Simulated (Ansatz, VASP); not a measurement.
# Si2Mo in two plane-wave programs, part 2 of 2

One calculation is typed for both programs; each brings its own data sets. How far apart do they land? The cell is taken from a series of runs on this material, whose earlier steps may have relaxed, scaled, displaced or heated it; both programs get it as it stands.

VASP 6.6.1 and Ansatz 0.2.0.

So far: The structure; VASP: zone-centre phonons, PBEsol.

### Step 3. Ansatz: zone-centre phonons, PBEsol

Level of this step: Ansatz beside VASP: Kohn-Sham DFT, plane waves, PBEsol (Ansatz).

Ansatz runs on its PAW soft_1 files.

The same cell, functional, mesh and smearing now go to Ansatz, which takes its cutoff from its data sets.

Input file input.yaml:

```yaml
crystal:
  lattice:
    - [-1.6040284718, 1.6040284718, 3.7929760654]
    - [1.6040284718, -1.6040284718, 3.7929760654]
    - [1.6040284718, 1.6040284718, -3.7929760654]
  atoms:
    - { symbol: Si, position: [0.3346816684, 0.3346816684, 0.0] }
    - { symbol: Si, position: [0.6653183316, 0.6653183316, 0.0] }
    - { symbol: Mo, position: [0.0, 0.0, 0.0] }
kpoints:
  mp_grid: { grid: [20, 20, 20] }
hamiltonian:
  xc: pbesol
  pseudopotentials: { kind: paw, azcp: { folder: soft_1 }, xc_functional: pbe }
scf:
  occupations: { method: methfessel_paxton, width: 0.2 }
output:
  eigenvalues: true
phonons:
  method: dfpt
```

Started as:

```sh
ansatz run input.yaml --threads 4 --pin off --max-ram 10240MiB --backend cpu --events-out ev --progress --plain --runs-dir out
```

Numbers of over 12 decimals in the logs are rounded to 6 here.

The program printed:

```text
zone centre: on kpoints.mp_grid the ground state, and the responses unless they are solved on pairs of k-points, stand on 1166 of the mesh's 8000 k-points, reduced under 4 symmetry operations, with k and −k counted as one. Each operation leaves every solved displacement unchanged or reverses it
Engine: ansatz 0.2.0, aarch64-unknown-linux-gnu
Pseudopotentials: kind: paw
Pseudopotential: Si, paw, valence charge 4, recommended cutoff 420 eV (normal), soft_1/Si.paw.azcp
Pseudopotential: Mo, paw, valence charge 14, recommended cutoff 420 eV (normal), soft_1/Mo.paw.azcp
Functional definition: PBEsol
  exchange = pbesol_x
  correlation = pbesol_c
Crystal: 3 atoms, lattice volume = 39.036 Å³
Basis set: ecut = 420 eV, 761 PW (Γ), exchange–correlation on 60×60×60 points (8 copies of the dense FFT grid, shifted against one another)
Bands: 15, of which v1, the nominal top of the filled ones, is band 11 counted from 1 (10 counted from 0)
Symmetry: 16 space group operations
k-points: 1166 of 8000 (irreducible under 4 space group operations, time reversal used)
Non-local potential: Si, projectors of the file, l = 0: 2, l = 1: 2, l = 2: 1
Non-local potential: Mo, projectors of the file, l = 0: 3, l = 1: 2, l = 2: 2, l = 3: 1
PAW form: soft (Blöchl's): semilocal exchange-correlation on the pseudo side does not see the compensation charge
PAW frozen core: Si, regenerated for the run's functional, and the local potential with it (the file was generated under x = pbe(κ = 0.804, μ = 0.219515), c = pbe(β = 0.066725))
PAW frozen core: Mo, regenerated for the run's functional, and the local potential with it (the file was generated under x = pbe(κ = 0.804, μ = 0.219515), c = pbe(β = 0.066725))
PAW one-centre angular grid: Si, 110 points (default); XC on 64 Gauss nodes
PAW one-centre angular grid: Mo, 590 points (default); XC on 64 Gauss nodes
Initial density: superposition of atomic densities (chi_scale 0.1, normalization cell, long waves kept (reshape's long-wave potential 0.00 eV rms))
Initial wavefunctions: pseudopotential atomic-orbital guess
Functional: x = pbesol(κ = 0.804, μ = 0.123457), c = pbesol(β = 0.046)
SCF iter   1: F=—  HF=-6143.494862 eV  |F-HF|=—  |Δ(HF+E_count)|=         —  Δρ=9.38e-2  dr2=5.03e0  ethr=3.10e-3  ⟨swp⟩=5.4  Hψ=100902  notcnv=0
preconditioner: auto → Kerker (q_TF=auto, 2.480 Å⁻¹)  [metal: Δε(μ)=0.005 eV  Ē_g=8.320 eV  σ=0.200 eV  W_gap=0.02  n_scr=10 (ndim 8)  ℏωp=22.2 eV  f_vac=0.000  D(μ)=0.29/eV (n_scr^D=0)]
SCF iter   2: F=—  HF=-6142.317321 eV  |F-HF|=—  |Δ(HF+E_count)|=    1.18e0  S|Δr|=    0.00e0  Δρ=3.26e-2  dr2=3.12e-1  ethr=3.10e-3  ⟨swp⟩=2.2  Hψ=43348  notcnv=0
SCF iter   3: F=—  HF=-6142.253841 eV  |F-HF|=—  |Δ(HF+E_count)|=   6.35e-2  S|Δr|=    0.00e0  Δρ=1.46e-2  dr2=5.84e-2  ethr=1.42e-3  ⟨swp⟩=2.1  Hψ=25410  notcnv=0
SCF iter   4: F=—  HF=-6142.240815 eV  |F-HF|=—  |Δ(HF+E_count)|=   1.30e-2  S|Δr|=    0.00e0  Δρ=2.53e-3  dr2=2.72e-3  ethr=2.65e-4  ⟨swp⟩=2.5  Hψ=25524  notcnv=0
SCF iter   5: F=—  HF=-6142.240080 eV  |F-HF|=—  |Δ(HF+E_count)|=   7.35e-4  S|Δr|=    0.00e0  Δρ=3.52e-4  dr2=8.31e-5  ethr=1.24e-5  ⟨swp⟩=2.8  Hψ=28840  notcnv=0
SCF iter   6: F=—  HF=-6142.240063 eV  |F-HF|=—  |Δ(HF+E_count)|=   1.75e-5  S|Δr|=    0.00e0  Δρ=4.23e-5  dr2=1.24e-6  ethr=3.78e-7  ⟨swp⟩=2.3  Hψ=22714  notcnv=0
SCF iter   7: F=—  HF=-6142.240062 eV  |F-HF|=—  |Δ(HF+E_count)|=   1.15e-6  S|Δr|=    0.00e0  Δρ=4.95e-6  dr2=1.09e-8  ethr=5.62e-9  ⟨swp⟩=2.1  Hψ=22749  notcnv=0
SCF iter   8: F=—  HF=-6142.240062 eV  |F-HF|=—  |Δ(HF+E_count)|=  4.81e-10  S|Δr|=    0.00e0  Δρ=8.52e-7  dr2=2.44e-10  ethr=4.94e-11  ⟨swp⟩=2.6  Hψ=30195  notcnv=0
SCF iter   9: F=-6142.240062 eV  HF=-6142.240062 eV  |F-HF|=1.82e-12  |Δ(HF+E_count)|=  6.00e-11  S|Δr|=    0.00e0  Δρ=1.40e-7  dr2=5.99e-12  ethr=1.00e-12  ⟨swp⟩=6.0  Hψ=78343  notcnv=0
SCF 1 converged in 9 iterations: F = -6142.240062 eV  dr2 = 5.99e-12
  greatest PAW one-centre occupation: 0.999 electrons in one spin orbital (limit 2), on the Mo atom at site 2 (counted from 0), in its partial waves of l = 0
DFPT response loops at Γ: preconditioner auto → Kerker (q_TF=auto, 2.480 Å⁻¹) (partly filled bands, converged f_vac=0.000); β = 1.00, the filter's whole step (`scf.mixing.beta` (0.50) is not read by the response loops under this deck's `scf.mixing.preconditioner`; to damp them name `kerker` or `kerker_dos`, under which they read `scf.mixing.beta`, and type it under 1.00, their step now; both keys bind the ground state too); Broyden in place of MSR1
SCF converged after 9 iterations
Stability not checked: this state was not tested for a lower state beside it, because cold or Methfessel-Paxton smearing, or corrected tetrahedra, fill the levels in a way that the test cannot read (fill_not_monotonic; see scf.lower_state_search)
Free energy (F): -6142.240062 eV
Harris-Foulkes:  -6142.240062 eV  (|F-HF|=1.82e-12)
Internal energy: -6142.240689 eV  (E = F + TS)
E sigma→0 (E₀):  -6142.240219 eV
Entropy (-TS):   0.000627 eV (0.209 meV/atom)
Fermi energy:    16.313004 eV
--- Per-component energies (eV) ---
  E_band       = -37.665371
  E_kinetic    = 515.340356
  E_local      = -1105.654818  (includes V_loc(G=0)·N_el)
  E_nonlocal   = 195.146931
  E_hartree    = 422.249061
  E_xc         = -292.794742
  E_vxc        = -322.441387  (∫ρ·V_xc dr)
  E_paw        = -4150.200924  (= ΣΔE_a)
  E_vpaw       = -164.554715  (= ΣTr[D̂ρ^β])
  E_aug_tail   = 0.000134  (compensation charges beyond the density's cutoff)
  E_ewald      = -1726.599108
  E_core_change = 0.272421  (= ΣΔE_core)
  E_smearing   = 0.000627  (= −TS)
  E_closure    = -0.000000  (closes the sum)
  Σ components = -6142.240062   (vs F -6142.240062, Δ=0.00e0)
--- Band table (eV; the first three rows and the last of 1166) ---
  k-point 0: bands = [... 7 lower, 13.5254, 13.5455, 13.5455, 16.6262, 19.4573, 19.5794, 19.7766, 19.7766]
  k-point 1: bands = [... 7 lower, 13.2678, 13.3453, 14.2237, 16.3093, 19.3436, 19.6585, 19.6736, 19.8243]
  k-point 2: bands = [... 7 lower, 12.8437, 13.3336, 14.8624, 15.5283, 18.9384, 19.6057, 19.9470, 20.0663]
  k-point 1165: bands = [... 7 lower, 14.0768, 15.7073, 15.7073, 15.8415, 15.8415, 16.8013, 21.8994, 22.0708]
--- Phonons (Γ-DFPT): 4 representative perturbations + reference, on 1166 of 8000 k-points (Σ response iterations 12) ---
  k mesh reduced under 4 symmetry operations, with k and −k counted as one. Each operation leaves every solved displacement unchanged or reverses it
  ASR residual: 3.781e-5 → 0.000e0 eV/Å²; symmetrization residual: 4.347e-6 eV/Å²
  ASR residual per site (eV/Å²): 3.78e-5 3.78e-5 3.39e-5
  Γ frequencies (cm⁻¹): 0.00 0.00 0.00 279.16 279.16 337.11 337.11 356.42 482.50
  non-analytic LO–TO correction: not included (Born effective charges unavailable; polar crystals: no LO–TO splitting at Γ)
```

### Step 4. Differences

Known differences besides the potentials themselves: the cutoff is 420 eV in Ansatz and 500 eV in VASP; Ansatz makes its cores anew for this functional, VASP keeps those of its PBE data sets. Total energies have different zeros and are not compared.

The two programs side by side:

```tsv
quantity	Ansatz	VASP	difference
optical mode 1 to 2 (cm⁻¹)	279.2	280.4	-0.46 %
optical mode 3 to 4 (cm⁻¹)	337.1	338.0	-0.25 %
optical mode 5 (cm⁻¹)	356.4	357.9	-0.42 %
optical mode 6 (cm⁻¹)	482.5	482.9	-0.09 %
```

Modes are paired by rising frequency, not by their patterns, so a pair may set unlike modes beside each other; they are those without the splitting of longitudinal modes.

### Step 5. Results

- r.m.s. difference of the optical zone-centre modes, each program's sorted by frequency (zone-centre phonons, PBEsol): 1.1 cm⁻¹

In words: The r.m.s. difference of the optical zone-centre modes, each program's sorted by frequency is 1.1 cm⁻¹ (zone-centre phonons, PBEsol). How closely two codes agree says nothing of how well the functional describes the real material.

[Lines on the potential files, build, host, timing and source positions are cut from VASP's logs without a mark.]

[Logs are printed without paths, hosts, clocks, repeated set-up lines and the standing remarks that a program may print on its own settings, such as how far it seeks lower states.]

[Hosts, paths, dates, database ids (printed as entryN), source tags and the programs' standing remarks are cut or masked in the printed files.]
